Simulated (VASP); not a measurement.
Output of a VASP run:

File OSZICAR:
```
       N       E                     dE             d eps       ncg     rms          rms(c)
DAV:   1     0.185849374841E+03    0.18585E+03   -0.11810E+04   980   0.203E+03
DAV:   2     0.238362364328E+01   -0.18347E+03   -0.17697E+03  1076   0.450E+02
DAV:   3    -0.120655159260E+02   -0.14449E+02   -0.14375E+02  1190   0.127E+02
DAV:   4    -0.123457004600E+02   -0.28018E+00   -0.28005E+00  1102   0.188E+01
DAV:   5    -0.123545569529E+02   -0.88565E-02   -0.88563E-02  1304   0.340E+00    0.755E+00
DAV:   6    -0.107552814646E+02    0.15993E+01   -0.11786E+01  1346   0.333E+01    0.437E+00
DAV:   7    -0.105328644202E+02    0.22242E+00   -0.13940E+00  1074   0.116E+01    0.143E+00
DAV:   8    -0.105204831773E+02    0.12381E-01   -0.34676E-01  1048   0.615E+00    0.992E-01
DAV:   9    -0.105073907048E+02    0.13092E-01   -0.37588E-02   998   0.192E+00    0.115E-01
DAV:  10    -0.105076000149E+02   -0.20931E-03   -0.18868E-03  1238   0.603E-01    0.904E-02
DAV:  11    -0.105075054542E+02    0.94561E-04   -0.10231E-03  1022   0.347E-01    0.545E-02
DAV:  12    -0.105074714061E+02    0.34048E-04   -0.11256E-04  1010   0.926E-02    0.295E-03
DAV:  13    -0.105074712673E+02    0.13880E-06   -0.12582E-06   802   0.148E-02
   1 F= -.95643723E+01 E0= -.95643723E+01  d E =-.956437E+01
```

OUTCAR:
```
------------------------ aborting loop because EDIFF is reached ----------------------------------------
  FORCE on cell =-STRESS in cart. coord.  units (eV):
  Direction    XX          YY          ZZ          XY          YZ          ZX
  --------------------------------------------------------------------------------------
  Total        0.9218691      0.9218691      0.9218691      0.0000000     -0.0000000      0.0000000
  in kB       48.8744625     48.8744625     48.8744625      0.0000000     -0.0000000      0.0000000
  external PRESSURE =      -1.1255375 kB  Pullay stress =      50.0000000 kB
  volume of cell :       30.22
      direct lattice vectors                 reciprocal lattice vectors
     3.114817522  0.000000000  0.000000000     0.321046094  0.000000000  0.000000000
     0.000000000  3.114817522  0.000000000     0.000000000  0.321046094  0.000000000
     0.000000000  0.000000000  3.114817522     0.000000000  0.000000000  0.321046094
 POSITION                                       TOTAL-FORCE (eV/Angst)
 -----------------------------------------------------------------------------------
      0.00000      0.00000      0.00000         0.000000      0.000000      0.000000
      1.55741      1.55741      1.55741         0.000000      0.000000      0.000000
 -----------------------------------------------------------------------------------
    total drift:                                0.000000      0.000000      0.000000
  FREE ENERGIE OF THE ION-ELECTRON SYSTEM (eV)
  ---------------------------------------------------
  free  energy   TOTEN  =       -10.5074712673 eV

  energy  without entropy=      -10.5074712673  energy(sigma->0) =      -10.50747127
  enthalpy is  TOTEN    =        -9.5643723435 eV   P V=        0.9430989238

 reached required accuracy - stopping structural energy minimisation
```
(Selected blocks of OUTCAR.)

POSCAR:
```
PbO
1
    3.1148175221    -0.0000000000     0.0000000000
   -0.0000000000     3.1148175221    -0.0000000000
   -0.0000000000    -0.0000000000     3.1148175221
Pb O
1 1
Direct
  0.0000000000   0.0000000000   0.0000000000
  0.5000000000   0.5000000000   0.5000000000
```

Q: Reconstruct the remaining input files.

A: One answer among several that fit: the input of the run itself, PBEsol GGA, plane waves, VASP's PBE PAW potentials (set 64).

**INCAR**
```
ALGO  =  Normal
EDIFF  =  1E-6
EDIFFG  =  -0.02
ENCUT  =  620
GGA  =  PS
IBRION  =  2
ISIF  =  3
ISMEAR  =  0
LASPH  =  .True.
LCHARG  =  .False.
LMAXMIX  =  4
LREAL  =  .False.
LWAVE  =  .False.
NELM  =  100
NSW  =  40
PREC  =  Accurate
PSTRESS  =  50
SIGMA  =  0.05
SYSTEM  =  PbO
```

File KPOINTS:
```
Automatic mesh
0
gamma
  9 9 9
0 0 0
```

POTCAR, in this order: Pb_d O (PBE.64 set). Program: vasp_std.

The structure was generated: PbO was put into the CsCl type type (Pm-3m), which need not be its known phase. It was relaxed first under an external pressure of 5 GPa.
